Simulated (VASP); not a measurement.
# A VASP study of LaSb2Au (PBEsol): structure first, properties next, part 4 of 4

Wanted: the relaxed cell of LaSb2Au and its properties. Left out of this account: 1 further run (relaxation: it shows nothing beyond the runs told). The start is a cell from a database of measured crystal structures.

VASP 6.6.1; PBEsol; plane waves and PAW (La, Sb, Au).

Still holding for the runs below: Spin-orbit coupling is off here; with elements this heavy it splits and shifts levels by tenths of an eV or more.

So far. Step 5 (Band structure (PBEsol)): There is no gap at this level. Step 6 (Density of states (PBEsol)): The finer mesh and the other smearing move the Fermi level by +0.15 eV from the 5×5×3 run, one measure of the sampling error in the zero of the bands above. Of the states within 0.3 eV of the Fermi level, the largest shares in the PAW spheres are Sb p 24 %, La f 7 % and Au d 7 %. The rest lies in smaller channels or between the spheres. The relaxed cell has a = 4.456, c = 10.177 Å (conventional setting).

**7. Optical spectrum (PBEsol)**

LOPTICS sums transitions from filled to empty bands. NBANDS is raised for it.

Input file INCAR:

```
SYSTEM = LaSb2Au
PREC = Accurate
ENCUT = 400
EDIFF = 1E-06
NELM = 100
ISMEAR = 0
SIGMA = 0.05
LREAL = .FALSE.
ALGO = Normal
GGA = PS
NBANDS = 96
LASPH = .TRUE.
LORBIT = 11
LWAVE = .FALSE.
LCHARG = .FALSE.
KPAR = 4
LOPTICS = .TRUE.
NEDOS = 1500
CSHIFT = 0.1
```

Input file POSCAR:

```
LaSb2Au
1.0
    4.4559316300      0.0000000000      0.0000000000
    0.0000000000      4.4559316300      0.0000000000
    0.0000000000      0.0000000000     10.1771498196
La Sb Au
2 4 2
Direct
    0.5000000000      0.0000000000      0.7484144766
    0.0000000000      0.5000000000      0.2515855234
    0.5000000000      0.0000000000      0.1745352280
    0.0000000000      0.5000000000      0.8254647720
    0.0000000000      0.0000000000      0.5000000000
    0.5000000000      0.5000000000      0.5000000000
    0.0000000000      0.0000000000      0.0000000000
    0.5000000000      0.5000000000      0.0000000000
```

Input file KPOINTS:

```
Automatic mesh
0
Gamma
8 8 4
0 0 0
```

PAW data sets: La, Sb and Au (PBE family, release 64).

The run is started by

```sh
mpirun -np 4 vasp_std
```

The program printed:

```text
[... set-up lines as in an earlier step ...]
 entering main loop
       N       E                     dE             d eps       ncg     rms          rms(c)
DAV:   1     0.482520553556E+03    0.48252E+03   -0.16172E+04 11176   0.657E+02
DAV:   2     0.272233319417E+02   -0.45530E+03   -0.37941E+03  9072   0.173E+02
DAV:   3    -0.400596864935E+02   -0.67283E+02   -0.60725E+02  9760   0.656E+01
DAV:   4    -0.457557530015E+02   -0.56961E+01   -0.54666E+01 12568   0.179E+01
DAV:   5    -0.461692271621E+02   -0.41347E+00   -0.40599E+00 15288   0.420E+00    0.128E+01
DAV:   6    -0.437862193358E+02    0.23830E+01   -0.47921E+00 13368   0.158E+01    0.110E+01
DAV:   7    -0.433207383099E+02    0.46548E+00   -0.93498E-01 12672   0.366E+00    0.609E+00
DAV:   8    -0.432474453872E+02    0.73293E-01   -0.25667E-01 13208   0.244E+00    0.109E+00
DAV:   9    -0.432257135351E+02    0.21732E-01   -0.80561E-02 13112   0.119E+00    0.320E-01
DAV:  10    -0.432260098252E+02   -0.29629E-03   -0.60876E-03 14552   0.209E-01    0.258E-01
DAV:  11    -0.432265078059E+02   -0.49798E-03   -0.20690E-03 14960   0.976E-02    0.130E-01
DAV:  12    -0.432267758911E+02   -0.26809E-03   -0.11928E-03 16040   0.891E-02    0.594E-02
DAV:  13    -0.432268173450E+02   -0.41454E-04   -0.20929E-04 15824   0.379E-02    0.257E-02
DAV:  14    -0.432268266243E+02   -0.92794E-05   -0.37649E-05 15840   0.120E-02    0.136E-02
DAV:  15    -0.432268259206E+02    0.70373E-06   -0.10523E-05 15280   0.101E-02    0.463E-03
DAV:  16    -0.432268260264E+02   -0.10578E-06   -0.16196E-06 11472   0.277E-03
   1 F= -.43226826E+02 E0= -.43224240E+02  d E =-.517260E-02
 optical routines
 imaginary and real dielectric function
 recalculating local potential from charge density
 direction            1
 direction            2
 direction            3
```

Run time: 2.4 min. Hardware: 4 MPI ranks of Intel Xeon 6975P-C (Granite Rapids), shared host; peak memory 4 GiB; 9.3 min of CPU time.

OUTCAR, selected parts (step 7):

```text
   k-points           NKPTS =     45   k-points in BZ     NKDIM =     45   number of bands    NBANDS=     96

   NELECT =      64.0000    total number of electrons

 E-fermi :   8.8223

 k-point     1 :       0.0000    0.0000    0.0000
  band No.  band energies     occupation
    ...
     27       7.1065      2.00000
     28       7.1065      2.00000
     29       7.3413      2.00000
     30       8.3931      2.00000
     31       8.7009      1.99941
     32       9.2210      0.00000
     33       9.2210      0.00000
     34      10.2024      0.00000
     35      10.5905      0.00000
     36      10.6642      0.00000
    ...

  Total       -0.6615965     -0.6615965      0.5609417      0.0000000      0.0000000     -0.0000000
  in kB       -5.2456653     -5.2456653      4.4475940      0.0000000      0.0000000     -0.0000000
  external PRESSURE =      -2.0145789 kB  Pullay stress =       0.0000000 kB

 POSITION                                       TOTAL-FORCE (eV/Angst)
 -----------------------------------------------------------------------------------
      2.22797      0.00000      7.61673        -0.000000     -0.000000      0.073173
      0.00000      2.22797      2.56042         0.000000     -0.000000     -0.073173
      2.22797      0.00000      1.77627         0.000000     -0.000000     -0.074713
      0.00000      2.22797      8.40088         0.000000      0.000000      0.074713
      0.00000      0.00000      5.08857         0.000000      0.000000      0.000000
      2.22797      2.22797      5.08857         0.000000     -0.000000      0.000000
      0.00000      0.00000      0.00000         0.000000     -0.000000      0.000000
      2.22797      2.22797      0.00000         0.000000      0.000000      0.000000
 -----------------------------------------------------------------------------------
    total drift:                                0.000000      0.000000      0.000000

  FREE ENERGIE OF THE ION-ELECTRON SYSTEM (eV)
  ---------------------------------------------------
  free  energy   TOTEN  =       -43.2268260264 eV

  energy  without entropy=      -43.2216534304  energy(sigma->0) =      -43.22423973

 plasma frequency squared (from intraband transitions) (eV^2)
  --------------------------------------------------------------------------------------
      44.423       0.000       0.000
       0.000      44.423       0.000
       0.000       0.000       3.791

[... 8 parts as in an earlier step ...]

[... 8 further parts left out ...]
```

These are independent-particle spectra without excitons or local fields, and fine structure depends on the mesh and on CSHIFT. The intraband (Drude) part is not in this spectrum.

Numbers from this step:

```
SCF cycles              : 16
bands                   : 96
free energy (TOTEN)     : -43.23 eV
energy at zero smearing : -43.22 eV
Fermi energy            : 8.822 eV
pressure                : -0.2015 GPa
```

The imaginary dielectric function has structure finer than the step of the table below, so its rows give means over 1 eV, whole bins alone (the curve runs from 0 to 25.0 eV). Peaks (eV: height): xx 0.1: 203; zz 0.5: 45.0, 2.0: 25.9.

The imaginary dielectric function by photon energy; means over each step:

| photon energy (eV) | xx | zz |
| --- | --- | --- |
| 1 | 25.9 | 20.5 |
| 2 | 23.5 | 22.4 |
| 3 | 13.2 | 17.6 |
| 4 | 9.17 | 11.0 |
| 5 | 7.18 | 8.06 |
| 6 | 6.66 | 6.59 |
| 7 | 4.64 | 5.33 |
| 8 | 3.18 | 3.38 |
| 9 | 1.93 | 2.55 |
| 10 | 1.25 | 1.73 |
| 11 | 1.03 | 1.38 |
| 12 | 0.943 | 1.08 |
| 13 | 0.865 | 0.902 |
| 14 | 0.699 | 0.664 |
| 15 | 0.575 | 0.595 |
| 16 | 0.577 | 0.607 |
| 17 | 0.734 | 0.731 |
| 18 | 1.19 | 1.25 |
| 19 | 1.18 | 1.17 |
| 20 | 1.40 | 1.28 |
| 21 | 0.864 | 0.991 |
| 22 | 0.570 | 0.548 |
| 23 | 0.269 | 0.314 |
| 24 | 0.178 | 0.160 |

Table of real dielectric function by photon energy:

| photon energy (eV) | xx | zz |
| --- | --- | --- |
| 0.0 | 366 | 90.6 |
| 0.5 | -2.29 | 32.6 |
| 1.0 | 12.7 | 19.5 |
| 1.5 | 12.5 | 17.8 |
| 2.0 | 0.400 | 11.6 |
| 2.5 | -1.59 | 5.73 |
| 3.0 | -1.78 | -0.872 |
| 3.5 | -2.14 | -1.21 |
| 4.0 | -1.29 | -2.97 |
| 4.5 | -1.76 | -1.57 |
| 5.0 | -1.00 | -2.26 |
| 5.5 | -1.22 | -2.04 |
| 6.0 | -1.64 | -1.08 |
| 6.5 | -2.95 | -2.09 |
| 7.0 | -2.80 | -2.98 |
| 7.5 | -2.67 | -2.63 |
| 8.0 | -2.52 | -2.65 |
| 8.5 | -2.43 | -1.89 |
| 9.0 | -1.97 | -2.17 |
| 9.5 | -1.68 | -1.80 |
| 10.0 | -1.26 | -1.37 |
| 10.5 | -0.917 | -1.22 |
| 11.0 | -0.755 | -1.20 |
| 11.5 | -0.491 | -0.900 |
| 12.0 | -0.387 | -0.716 |
| 12.5 | -0.290 | -0.559 |
| 13.0 | -0.159 | -0.415 |
| 13.5 | -0.159 | -0.433 |
| 14.0 | -0.0309 | -0.224 |
| 14.5 | 0.0827 | -0.00481 |
| 15.0 | 0.186 | 0.0595 |
| 15.5 | 0.335 | 0.233 |
| 16.0 | 0.496 | 0.365 |
| 16.5 | 0.611 | 0.432 |
| 17.0 | 0.728 | 0.737 |
| 17.5 | 0.944 | 0.813 |
| 18.0 | 0.597 | 0.544 |
| 18.5 | 0.529 | 0.274 |
| 19.0 | 0.481 | 0.488 |
| 19.5 | 0.502 | 0.319 |
| 20.0 | -0.0104 | 0.0235 |
| 20.5 | -0.345 | -0.149 |
| 21.0 | -0.204 | -0.323 |
| 21.5 | -0.248 | -0.374 |
| 22.0 | -0.265 | -0.283 |
| 22.5 | -0.196 | -0.176 |
| 23.0 | -0.0985 | -0.198 |
| 23.5 | 0.0332 | -0.0407 |
| 24.0 | 0.164 | 0.0851 |
| 24.5 | 0.197 | 0.155 |

Force by atom:

| atom | x (eV/Å) | y (eV/Å) | z (eV/Å) | size |
| --- | --- | --- | --- | --- |
| La1 | 0.0000 | 0.0000 | 0.0732 | 0.0732 |
| La2 | 0.0000 | 0.0000 | -0.0732 | 0.0732 |
| Sb3 | 0.0000 | 0.0000 | -0.0747 | 0.0747 |
| Sb4 | 0.0000 | 0.0000 | 0.0747 | 0.0747 |
| Sb5 | 0.0000 | 0.0000 | 0.0000 | 0.0000 |
| Sb6 | 0.0000 | 0.0000 | 0.0000 | 0.0000 |
| Au7 | 0.0000 | 0.0000 | 0.0000 | 0.0000 |
| Au8 | 0.0000 | 0.0000 | 0.0000 | 0.0000 |

**8. Summary of results**

| Item | Value |
| --- | --- |
| relaxed volume | 25.26 Å³/atom |
| relaxed conventional cell a, b, c | 4.456, 4.456, 10.177 Å |
| space group after relaxing, within 0.02 Å | P4/nmm (No. 129) |
| band gap | none, a metal |
| DOS at the Fermi level | 2.83 states/eV/cell |

In words: With PBEsol, LaSb2Au relaxes to 25.26 Å³/atom in space group P4/nmm (held by the symmetry of the run) and comes out as a metal. Against the listed cell the volume lies -1.6 % (a +0.4 %, c -2.4 %). Band structure (PBEsol): Of the bands kept, 4 cross the Fermi level on this path. Spin-orbit coupling is left out, and with elements this heavy it would split and shift bands near the Fermi level. The k-sampling is coarse for a metal, so the Fermi level, pressures and the shape of the cell carry errors. No search among competing phases was made, and a listed structure need not be the one stable at ambient conditions. All values are for a static lattice at zero temperature.

[Lines on the potential files, build, host, timing and source positions are cut from VASP's logs without a mark.]

[Logs are printed without paths, hosts, clocks, repeated set-up lines and the standing remarks that a program may print on its own settings, such as how far it seeks lower states.]

[Hosts, paths, dates, database ids (printed as entryN), source tags and the programs' standing remarks are cut or masked in the printed files.]

[A measured line is paired with the nearest computed mode of its activity, which favours agreement.]
